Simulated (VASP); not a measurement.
Molecule: F4C, in a box.

```
CELL_PARAMETERS angstrom
12.00000 0.00000 0.00000
0.00000 11.00000 0.00000
0.00000 0.00000 11.00000
ATOMIC_POSITIONS crystal
F 0.41743 0.48525 0.59199
F 0.58473 0.43738 0.54022
F 0.44961 0.41150 0.41420
F 0.50466 0.59232 0.45870
C 0.48911 0.48162 0.50128
```

Program: VASP 6.6.1. Alike in all runs: no spin polarisation; cell as given; k mesh 1 × 1 × 1; smearing gaussian 0.01 eV. Hardware: 1 thread of Intel(R) Xeon(R) Platinum 8488C (Sapphire Rapids), on a shared host.

**Question.** Order these runs on this cell by their wall time, lowest first.
A. task atomic charges; level PBE+TS; potentials or basis VASP PAW PBE potentials, release 64 (F, C); cutoff (eV) 520
B. task single point; level r2SCAN0; potentials or basis VASP PAW PBE potentials, release 64 (F, C); cutoff (eV) 520; grid for exact exchange (PRECFOCK) Fast; exchange at q = 0 truncated
C. task single point; level r2SCAN+D3(BJ); potentials or basis VASP PAW PBE potentials, release 64 (F_s, C_s); cutoff (eV) 400

**Answer.** A (85 s), C (210 s), B (450 s).
